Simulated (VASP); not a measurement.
Here is the system:

```xyz
2
Lattice="1.3912 -2.4096 0.0000 1.3912 2.4096 0.0000 0.0000 0.0000 4.4961" Properties=species:S:1:pos:R:3 pbc="T T T"
Re     1.3912     0.8032     1.1240
Re     1.3912    -0.8032     3.3721
```

Level of theory: PBE GGA, VASP's PBE PAW potentials (set 64) (plane waves; VASP). Run with 300 eV cut-off, 14×14×7 Γ-centred mesh, Gaussian smearing of 0.10 eV, potentials Re.

Question: Give the energies of bands 1 to 10 at the high-symmetry points, in eV from the Fermi level.

Answer: 
```json
[
 {"band": "1", "Γ": "-9.65", "M": "-5.73", "K": "-4.98", "A": "-7.35", "L": "-6.05", "H": "-4.36"},
 {"band": "2", "Γ": "-6.40", "M": "-5.65", "K": "-3.90", "A": "-7.35", "L": "-6.05", "H": "-4.36"},
 {"band": "3", "Γ": "-1.49", "M": "-5.03", "K": "-3.90", "A": "-2.27", "L": "-3.91", "H": "-3.56"},
 {"band": "4", "Γ": "-1.47", "M": "-1.81", "K": "-3.23", "A": "-2.27", "L": "-3.91", "H": "-3.56"},
 {"band": "5", "Γ": "-1.47", "M": "-1.68", "K": "-2.02", "A": "-1.60", "L": "0.43", "H": "-2.06"},
 {"band": "6", "Γ": "-0.67", "M": "-1.30", "K": "-2.02", "A": "-1.60", "L": "0.43", "H": "-2.06"},
 {"band": "7", "Γ": "-0.67", "M": "-0.55", "K": "0.00", "A": "-1.60", "L": "0.92", "H": "0.12"},
 {"band": "8", "Γ": "0.23", "M": "3.86", "K": "2.96", "A": "-1.60", "L": "0.92", "H": "0.12"},
 {"band": "9", "Γ": "0.23", "M": "4.24", "K": "2.96", "A": "2.49", "L": "4.15", "H": "3.29"},
 {"band": "10", "Γ": "0.61", "M": "4.37", "K": "3.41", "A": "2.49", "L": "4.19", "H": "3.29"}
]
```

It has no gap at this level: it comes out as a metal or semimetal.

The structure is a typed Re crystal (P6_3/mmc). The cell was not relaxed at this level.
